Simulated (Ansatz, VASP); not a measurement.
## One calculation of CaMg2O3, two programs

```
Ca Mg O
1.0
     5.40051    0.00000    0.00000
    -2.70026    4.67698    0.00000
     0.00000    0.00000    2.80399
Ca Mg O
1 2 3
Cartesian
  0.0000 0.0000 1.4020
  0.0000 3.1180 1.4020
  2.7003 1.5590 1.4020
  1.3501 2.3385 0.0000
  2.7003 0.0000 0.0000
  -1.3501 2.3385 0.0000
```

Change from the starting cell: species swapped into the LuB2Rh3 type (P6/mmm, No. 191).

Alike in both runs: functional PBE; k mesh 6 × 6 × 6; occupations gaussian, width 0.1 eV; no spin polarisation.

Ansatz relaxed the structure, and its values are those at the end. VASP's run is a single point on that final structure, the one shown.

|  | VASP | Ansatz |
| --- | --- | --- |
| version | VASP 6.6.1 | Ansatz 0.2.0 |
| potentials or method | VASP PAW PBE potentials, release 64 (Ca_sv, Mg, O) | scalar-relativistic, plane waves, PAW |
| plane-wave cutoff (eV) | 520 | 420 |
| valence electrons in the cell | 32 | 48 |

|  | VASP | Ansatz | Ansatz less VASP |
| --- | --- | --- | --- |
| gap on the k mesh at the Fermi level (eV) | none | none | - |
| pressure (GPa) | -0.3 | 0.0 | +0.32 |

A gap of «none» marks a metal or a gap that the smearing closes. The functional is the same, so the differences come from potentials, cutoffs and numerics. The two sets of potentials don't hold the same shells in valence.

Caveats: the k mesh is coarse (spacing up to 0.37 Å⁻¹), so the values aren't converged.
